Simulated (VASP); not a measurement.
Input:

```yaml
crystal:
  lattice:
    - [1.89175, -3.27660, 0.00000]
    - [1.89175, 3.27660, 0.00000]
    - [0.00000, 0.00000, 6.19996]
  atoms:
    - { symbol: Zn, position: [0.66667, 0.33333, 0.50018] }
    - { symbol: Zn, position: [0.33333, 0.66667, 0.00018] }
    - { symbol: S, position: [0.66667, 0.33333, 0.87482] }
    - { symbol: S, position: [0.33333, 0.66667, 0.37482] }
```

These are PBEsol GGA, VASP's PBE PAW potentials (set 64) (plane waves; VASP 6.6.1) values and carry that method's errors. Numerical set-up: 480 eV cut-off, 6×6×4 Γ-centred mesh, Gaussian smearing of 0.050 eV, potentials Zn S.

Question: Predict the energy per atom (σ→0), band gap (on the k-mesh) with the smallest direct gap where there is one.

Answer: 
The band gap (on the k-mesh) is 2.17 eV and the smallest direct gap (on the k-mesh) comes out as 2.17 eV. The energy per atom (σ→0) is -3.791 eV/atom.

Total energies compare only between runs with the same potentials, cut-off and functional.

The compound is ZnS in the wurtzite structure, the high-temperature form. It was relaxed first.
